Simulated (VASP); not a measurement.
Input:

```xyz
2
Lattice="0.0000 2.7972 2.7972 2.7972 0.0000 2.7972 2.7972 2.7972 0.0000" Properties=species:S:1:pos:R:3 pbc="T T T"
Mo     0.0000     0.0000     0.0000
S      2.7972     2.7972     2.7972
```

The numbers are results of PBEsol GGA, VASP's PBE PAW potentials (set 64) (plane waves; VASP), not measurements. Settings: 400 eV cut-off, 10×10×10 Γ-centred mesh, first-order Methfessel-Paxton smearing of 0.10 eV, potentials Mo_sv S.

Energy and stress use the plane-wave basis of the starting cell.

Problem. The ions, cell shape and volume are relaxed. Give the cell that the relaxation ends in.

Solution. 
```xyz
2
Lattice="0.0000 2.4487 2.4487 2.4487 0.0000 2.4487 2.4487 2.4487 0.0000" Properties=species:S:1:pos:R:3 pbc="T T T"
Mo     0.0000     0.0000     0.0000
S      2.4487     2.4487     2.4487
```
Space group Fm-3m (225), at a tolerance of 0.03 Å.

Problem. How do energy and volume change from the first to the last step?

Solution. The energy (σ→0) changes by -999.0 meV/atom and the volume by -32.9 %, in 7 ionic steps.

The structure was generated: MoS was put into the rock salt type (Fm-3m), which need not be its known phase. This run relaxes it. Symmetry was kept, so distortions that lower it aren't found.
